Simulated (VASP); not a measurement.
Output of a VASP run:

File OSZICAR:
```
       N       E                     dE             d eps       ncg     rms          rms(c)
DAV:   1    -0.517349740313E+03   -0.51735E+03   -0.21797E+01   358   0.124E+01    0.918E+00
DAV:   2    -0.517507954444E+03   -0.15821E+00   -0.76922E-01   432   0.156E+00    0.627E+00
DAV:   3    -0.517456863214E+03    0.51091E-01   -0.32837E-02   416   0.440E-01    0.366E+00
DAV:   4    -0.517436817995E+03    0.20045E-01   -0.18698E-02   416   0.261E-01    0.207E+00
DAV:   5    -0.517430574236E+03    0.62438E-02   -0.42428E-03   416   0.132E-01    0.115E+00
DAV:   6    -0.517428321421E+03    0.22528E-02   -0.12688E-03   424   0.832E-02    0.635E-01
DAV:   7    -0.517427578231E+03    0.74319E-03   -0.40432E-04   416   0.502E-02    0.351E-01
DAV:   8    -0.517427334470E+03    0.24376E-03   -0.12247E-04   408   0.279E-02    0.194E-01
DAV:   9    -0.517427258161E+03    0.76309E-04   -0.41441E-05   344   0.152E-02    0.107E-01
DAV:  10    -0.517427236793E+03    0.21367E-04   -0.15319E-05   208   0.942E-03    0.584E-02
DAV:  11    -0.517427232431E+03    0.43621E-05   -0.67849E-06   232   0.541E-03
   1 F= -.51742723E+03 E0= -.51742723E+03  d E =-.181006E-10
```

### OUTCAR
```
------------------------ aborting loop because EDIFF is reached ----------------------------------------
  volume of cell :      866.68
      direct lattice vectors                 reciprocal lattice vectors
     4.868317892 -8.432173817  0.000000000     0.102704879 -0.059296690  0.000000000
     4.868317892  8.432173817  0.000000000     0.102704879  0.059296690  0.000000000
     0.000000000  0.000000000 10.556283981     0.000000000  0.000000000  0.094730305
  FREE ENERGIE OF THE ION-ELECTRON SYSTEM (eV)
  ---------------------------------------------------
  free  energy   TOTEN  =      -517.4272324313 eV

  energy  without entropy=     -517.4272324313  energy(sigma->0) =     -517.42723243

  exchange ACFDT corr.  =         0.00000000  see jH, gK, PRB 81, 115126
```
(Selected blocks of OUTCAR.)

**POSCAR**
```
Ga35CN35
1
    4.8683178924    -8.4321738171     0.0000000000
    4.8683178924     8.4321738171     0.0000000000
    0.0000000000     0.0000000000    10.5562839808
Ga N C
35 35 1
Direct
  0.2205002821   0.1117451444   0.2491468881
  0.1086437719   0.2210792384   0.0002973674
  0.2235209161   0.1140496245   0.7495567592
  0.1066116904   0.2303768865   0.4928174303
  0.2086641092   0.4378101971   0.2519738230
  0.1086187644   0.5546560462   0.0003559182
  0.2194329124   0.4432463875   0.7488886948
  0.1066121969   0.5431903184   0.4927092519
  0.2205291140   0.7759312530   0.2491625586
  0.1128293300   0.8898542134   0.9997046554
  0.2234858091   0.7764481043   0.7494698170
  0.1169890934   0.8919425804   0.5010152529
  0.5515059234   0.1093470012   0.2503245786
  0.4440232024   0.2249020887   0.0006939690
  0.5549940425   0.1110755602   0.7516967583
  0.4413316301   0.2285557313   0.5023485140
  0.5496373722   0.4499950314   0.2544223731
  0.4400268281   0.5536246133   0.9989968740
  0.5607628732   0.4460049532   0.7446309656
  0.5495313058   0.7668711174   0.2544792256
  0.4440143882   0.8863692425   0.0006558324
  0.5606171545   0.7818468664   0.7445636192
  0.4413638506   0.8799893670   0.5022881891
  0.8798024927   0.1055336407   0.2484325105
  0.7755772469   0.2213437004   0.9996621321
  0.8910417053   0.1144754707   0.7502035777
  0.7689854039   0.2179822722   0.5012275793
  0.8798765708   0.4414225471   0.2484461396
  0.7750134553   0.5556704822   0.9995292596
  0.8911472383   0.4436211486   0.7501894556
  0.7881470063   0.5647077475   0.5040296755
  0.8894413845   0.7781764672   0.2485917671
  0.7750467674   0.8866077526   0.9996742530
  0.8941795008   0.7806050848   0.7530716501
  0.7881541574   0.8905604682   0.5040305069
  0.2212163941   0.1186441557   0.4377384873
  0.1035764280   0.2176979961   0.1892006290
  0.2215267637   0.1127068803   0.9382507903
  0.1142399677   0.2264451920   0.6818703917
  0.1035521708   0.5530241878   0.1892928252
  0.2194910499   0.4433276633   0.9362098268
  0.1141911358   0.5548422720   0.6817982801
  0.2212986712   0.7695760582   0.4377598970
  0.1121355977   0.8896265335   0.1882641879
  0.2215389945   0.7758566388   0.9382214327
  0.1154036141   0.8912151956   0.6885627022
  0.5472693413   0.1072155110   0.4392059643
  0.4443177493   0.2270388960   0.1922165254
  0.5523835091   0.1097934516   0.9399407473
  0.4455493331   0.2242601978   0.6882553389
  0.5513652502   0.4808863442   0.4527834293
  0.4301910344   0.5486825906   0.1898815689
  0.5532274998   0.4466629229   0.9334033986
  0.4864323877   0.5767552422   0.6426338548
  0.5512420069   0.7374953423   0.4527866899
  0.4443374609   0.8845757292   0.1921909222
  0.5532803631   0.7738008168   0.9334524376
  0.4456074109   0.8885507950   0.6882449327
  0.8797385166   0.1065756653   0.4371838191
  0.7728462293   0.2199888747   0.1876872313
  0.8875093995   0.1102244184   0.9384983367
  0.7767910740   0.2219279621   0.6889131545
  0.8796579487   0.4401594298   0.4372171187
  0.7702720150   0.5548258963   0.1898356787
  0.8874667604   0.4444162816   0.9384673157
  0.7850200113   0.5587227503   0.6898782483
  0.8970494224   0.7820682421   0.4374534825
  0.7703152961   0.8824843185   0.1899665542
  0.8899213914   0.7785623115   0.9404026592
  0.7849246284   0.8932806773   0.6899113441
  0.5204606820   0.5938322103   0.5155409742
```

**Question.** Reconstruct the remaining input files.

**Answer.** This is not unique; one that fits is the input of the run itself, HSE06 screened hybrid, plane waves, VASP's PBE PAW potentials (set 64).

### KPOINTS
```
Automatic mesh
0
Gamma
1 1 1
0 0 0
```

### INCAR
```
SYSTEM  =  Ga35CN35
PREC  =  Normal; ENCUT  =  400; LREAL  =  Auto
LASPH  =  .TRUE.; ISYM  =  0
EDIFF  =  1E-5; NELM  =  50; NELMIN  =  4
ALGO  =  Normal; LMAXMIX  =  4
ISMEAR  =  0; SIGMA  =  0.05
GGA  =  PE; LHFCALC  =  .TRUE.; AEXX  =  0.25
HFSCREEN  =  0.2; PRECFOCK  =  Fast
ISIF  =  0
LWAVE  =  .FALSE.; LCHARG  =  .FALSE.
```

POTCAR, in this order: Ga N C (PBE.64 set). Program: vasp_gam. Read from the step before: WAVECAR.

The supercell is sampled at Γ alone, which is coarse: total energies, pressure and levels can be off, energies of defects by several tenths of an eV.

The cell is a supercell with a defect, built from GaN (wurtzite): C_Ga-vac_N. The cell's shape comes from a PBE relaxation. The run is not spin-polarised, so no state with unpaired spins was tried.
